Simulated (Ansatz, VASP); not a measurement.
# Cross-check of Li3OF between VASP and Ansatz, part 2 of 2

Wanted: the spread between two codes on one cell, functional and k mesh. The cell is invented: As first built, before any earlier steps moved the atoms (in the runner's words): F for Cl in the Li3ClO structure of space group Pm-3m. It may not be a known or stable phase. The two relaxations start from unlike cells of this crystal (the structure described is Ansatz's start), so only their ends are compared.

VASP 6.6.1 and Ansatz 0.2.0.

So far: Starting point; VASP: relaxation of cell and atoms, LDA.

## 3. Ansatz: relaxation of cell and atoms, LDA

Level of this step: Ansatz beside VASP: Kohn-Sham DFT, plane waves, LDA (Ansatz).

Ansatz runs on its default PAW (the set named soft_2) files.

Its own start cell and the same functional (in two slightly different forms), mesh and smearing now go to Ansatz, which takes its cutoff from its data sets.

The input, input.yaml:

```yaml
crystal:
  lattice:
    - [3.7445852882, 0.0, 0.0]
    - [0.0, 3.7445852882, 0.0]
    - [0.0, 0.0, 3.7445852882]
  atoms:
    - { symbol: Li, position: [0.0, 0.5, 0.5] }
    - { symbol: Li, position: [0.5, 0.0, 0.5] }
    - { symbol: Li, position: [0.5, 0.5, 0.0] }
    - { symbol: F, position: [0.0, 0.0, 0.0] }
    - { symbol: O, position: [0.5, 0.5, 0.5] }
kpoints:
  mp_grid: { grid: [6, 6, 6] }
scf:
  occupations: { method: gaussian, width: 0.03 }
hamiltonian:
  xc: lda
output:
  forces: true
  stress: true
relax:
  f_tol: 0.02
  max_steps: 60
  cell: {}
```

Run with:

```
> ansatz run input.yaml --threads 2 --pin off --max-ram 4096MiB --backend cpu --events-out ev --progress --plain --runs-dir out
```

Numbers of over 12 decimals in the logs are rounded to 6 here.

The program printed:

```text
Engine: ansatz 0.2.0, aarch64-unknown-linux-gnu
Pseudopotentials: kind: paw
Pseudopotential: Li, paw, valence charge 3, recommended cutoff 420 eV (normal), Li.paw.azcp
Pseudopotential: F, paw, valence charge 7, recommended cutoff 420 eV (normal), F.paw.azcp
Pseudopotential: O, paw, valence charge 6, recommended cutoff 420 eV (normal), O.paw.azcp
Functional definition: SPW92
  exchange = slater_x
  correlation = pw_c
Crystal: 5 atoms, lattice volume = 52.506 Å³
Basis set: ecut = 420 eV, 1021 PW (Γ)
Bands: 16, of which v1, the nominal top of the filled ones, is band 11 counted from 1 (10 counted from 0)
Symmetry: 48 space group operations
Space group: Pm-3m (ITA 221), of the structure as read, at distance tolerance 3.7e-5 Å
k-points: 20 of 216
Non-local potential: Li, projectors of the file, l = 0: 3, l = 1: 2, l = 2: 1
Non-local potential: F, projectors of the file, l = 0: 2, l = 1: 2, l = 2: 1
Non-local potential: O, projectors of the file, l = 0: 2, l = 1: 2, l = 2: 1
PAW form: soft (Blöchl's): semilocal exchange-correlation on the pseudo side does not see the compensation charge
PAW frozen core: F, regenerated for the run's functional, and the local potential with it (the file was generated under x = pbe(κ = 0.804, μ = 0.219515), c = pbe(β = 0.066725))
PAW frozen core: O, regenerated for the run's functional, and the local potential with it (the file was generated under x = pbe(κ = 0.804, μ = 0.219515), c = pbe(β = 0.066725))
PAW one-centre angular grid: Li, 110 points (default); XC on 64 Gauss nodes
PAW one-centre angular grid: F, 110 points (default); XC on 64 Gauss nodes
PAW one-centre angular grid: O, 110 points (default); XC on 64 Gauss nodes
Initial density: superposition of atomic densities (neutral atoms: chi_scale 0, normalization atom), corrected by the library's trained network
Initial wavefunctions: pseudopotential atomic-orbital guess
Functional: x = slater, c = lda
SCF iter   1: F=—  HF=-1959.379017 eV  |F-HF|=—  |Δ(HF+E_count)|=         —  Δρ=1.67e-2  dr2=1.46e-1  ethr=1.77e-3  ⟨swp⟩=5.0  Hψ=1472  notcnv=0
preconditioner: auto → none  [insulator: Δε(μ)=4.105 eV  Ē_g=14.352 eV  σ=0.030 eV  W_gap=1.00  n_scr=6 (ndim 8)  ℏωp=20.5 eV  f_vac=0.001  D(μ)=0.00/eV (n_scr^D=0)  ε∞_Penn≈3.0]
SCF iter   2: F=—  HF=-1959.331839 eV  |F-HF|=—  |Δ(HF+E_count)|=   4.72e-2  Δρ=3.75e-3  dr2=8.12e-3  ethr=6.62e-4  ⟨swp⟩=2.4  Hψ=607  notcnv=0  defer=18
SCF iter   3: F=—  HF=-1959.327479 eV  |F-HF|=—  |Δ(HF+E_count)|=   4.36e-3  Δρ=7.77e-4  dr2=2.73e-4  ethr=3.69e-5  ⟨swp⟩=2.0  Hψ=591  notcnv=0  defer=20
SCF iter   4: F=—  HF=-1959.327351 eV  |F-HF|=—  |Δ(HF+E_count)|=   1.28e-4  Δρ=7.20e-5  dr2=3.09e-6  ethr=1.24e-6  ⟨swp⟩=2.1  Hψ=501  notcnv=0  defer=20
SCF iter   5: F=—  HF=-1959.327352 eV  |F-HF|=—  |Δ(HF+E_count)|=   1.01e-6  Δρ=2.08e-5  dr2=1.18e-7  ethr=1.41e-8  ⟨swp⟩=2.7  Hψ=490  notcnv=0  defer=20
SCF iter   6: F=-1959.327352 eV  HF=-1959.327352 eV  |F-HF|=2.02e-9  |Δ(HF+E_count)|=   2.51e-8  Δρ=2.64e-6  dr2=2.83e-9  ethr=4.55e-10  ⟨swp⟩=3.0  Hψ=835  notcnv=0
SCF 1 converged in 6 iterations: F = -1959.327352 eV  dr2 = 2.83e-9
  greatest PAW one-centre occupation: 1.000 electrons in one spin orbital (limit 2), on the Li atom at site 2 (counted from 0), in its partial waves of l = 0
relax step   1: F+E_penalty+E_count = -1959.32735210 eV  Δ(F+E_penalty+E_count) = +0.000e0 eV  max|allowed force component| = 4.096e-30 eV/Å  Δτ_max = 0.0000 Å  P = -7.235 GPa  Ω = 52.506 Å³  (6 SCF iters, dr2 threshold 1.00e-7 eV, accepted)
[...]
relax step   5: F+E_penalty+E_count = -1959.50879297 eV  Δ(F+E_penalty+E_count) = -2.247e-4 eV  max|allowed force component| = 5.515e-30 eV/Å  Δτ_max = 0.0000 Å  P = -0.001 GPa  Ω = 46.265 Å³  energy of the carried Pulay correction = +2.744e-2 eV  (6 SCF iters, dr2 threshold 1.26e-8 eV, accepted)
[...]
relax step   6: F+E_penalty+E_count = -1959.49403056 eV  Δ(F+E_penalty+E_count) = +1.476e-2 eV  max|allowed force component| = 4.733e-30 eV/Å  Δτ_max = 0.0000 Å  P = -0.595 GPa  Ω = 46.265 Å³  stress off target by 5.95e-1 GPa  SCF on the basis re-selected at this cell (its energy is not comparable with the rows above)  (6 SCF iters)
[...]
relax step   7: F+E_penalty+E_count = -1959.49654568 eV  Δ(F+E_penalty+E_count) = -2.515e-3 eV  max|allowed force component| = 4.395e-30 eV/Å  Δτ_max = 0.0000 Å  P = +0.031 GPa  Ω = 45.875 Å³  energy of the carried Pulay correction = +1.825e-3 eV  (6 SCF iters, dr2 threshold 5.00e-7 eV, accepted)
[...]
relax step   8: F+E_penalty+E_count = -1959.49488638 eV  Δ(F+E_penalty+E_count) = +1.659e-3 eV  max|allowed force component| = 4.470e-30 eV/Å  Δτ_max = 0.0000 Å  P = -0.015 GPa  Ω = 45.875 Å³  stress off target by 1.50e-2 GPa  SCF on the basis re-selected at this cell (its energy is not comparable with the rows above)  (6 SCF iters)
basis re-selected at this cell: Δ(F+E_penalty+E_count) = +1.659e-3 eV, ΔP = -0.046 GPa vs the last step (what re-selecting the basis moved, of the pressure what is left beyond the Pulay correction that the steps carried, after the strain that the cell walked since its last selection, with what the two solves' SCF thresholds leave and, on support functions, any second-order correction that the steps lacked; it is no m [...]
SCF converged after 6 iterations
Free energy (F): -1959.494886 eV
Harris-Foulkes:  -1959.494886 eV  (|F-HF|=4.55e-13)
Internal energy: -1959.494886 eV  (E = F + TS)
E sigma→0 (E₀):  -1959.494886 eV
Fermi energy:    3.966915 eV
--- Per-component energies (eV) ---
  E_band       = -305.508776
  E_kinetic    = 450.828807
  E_local      = -1306.077624  (includes V_loc(G=0)·N_el)
  E_nonlocal   = 27.480047
  E_hartree    = 450.017021
  E_xc         = -185.101684
  E_vxc        = -239.351186  (∫ρ·V_xc dr)
  E_paw        = -390.528512  (= ΣΔE_a)
  E_vpaw       = -138.427562  (= ΣTr[D̂ρ^β])
  E_aug_tail   = 0.004696  (compensation charges beyond the density's cutoff)
  E_ewald      = -1006.327810
  E_core_change = 0.210173  (= ΣΔE_core)
  E_smearing   = -0.000000  (= −TS)
  E_closure    = 0.000000  (closes the sum)
  Σ components = -1959.494886   (vs F -1959.494886, Δ=0.00e0)
--- Forces (eV/Å), atoms counted from 1 ---
  atom   1  Li     0.00000000     0.00000000    -0.00000000
  atom   2  Li     0.00000000    -0.00000000    -0.00000000
  atom   3  Li    -0.00000000     0.00000000    -0.00000000
  atom   4  F      0.00000000    -0.00000000     0.00000000
  atom   5  O      0.00000000     0.00000000    -0.00000000
  max |Σ_I F_I| component: 6.57e-30 eV/Å
--- Stress (GPa, compression-positive) ---
       -0.014977       0.000000      -0.000000
        0.000000      -0.014977       0.000000
       -0.000000       0.000000      -0.014977
  P = ⅓ Tr σ = -0.0150 GPa (-0.150 kbar)
--- Relaxed structure (6 steps of the walk, 6 accepted, 2 SCFs on fresh bases) ---
  F+E_penalty+E_count = -1959.49488638 eV   max|allowed force component| = 4.470e-30 eV/Å   (the final SCF, on the basis selected at the relaxed cell)
  cell:  # Å, volume = 45.8755 Å³
    - [3.579811, 0, 0]
    - [0, 3.579811, 0]
    - [0, 0, 3.579811]
  atoms:
    - { symbol: Li, position: [0, 0.5, 0.5] }
    - { symbol: Li, position: [0.5, 0, 0.5] }
    - { symbol: Li, position: [0.5, 0.5, 0] }
    - { symbol: F, position: [0, 0, 0] }
    - { symbol: O, position: [0.5, 0.5, 0.5] }
```

## 4. Differences

Known differences besides the potentials themselves: the two LDA forms differ slightly; the cutoff is 420 eV in Ansatz and 750 eV in VASP; VASP's log shows a relativistic correction to its local exchange, Ansatz's none; Ansatz adds a Pulay correction to the stress that steers its cell, VASP none. Total energies have different zeros and are not compared.

Compared:

```csv
quantity,Ansatz,VASP,difference
volume (Å³),45.88,45.64,+0.52 %
"edge a after relaxation, in the typed setting (Å)",3.580,3.574,+0.17 %
```

## 5. What came out

* difference in volume (relaxation of cell and atoms, LDA): 0.52 %

In words: The difference in volume is 0.52 % (relaxation of cell and atoms, LDA), within the 1.2 % picked in this series as the mark of a large difference, as far as the stopping tolerances let one tell. How closely two codes agree says nothing of how well the functional describes the real material.

[Lines on the potential files, build, host, timing and source positions are cut from VASP's logs without a mark.]

[Logs are printed without paths, hosts, clocks, repeated set-up lines and the standing remarks that a program may print on its own settings, such as how far it seeks lower states.]

[Hosts, paths, dates, database ids (printed as entryN), source tags and the programs' standing remarks are cut or masked in the printed files.]
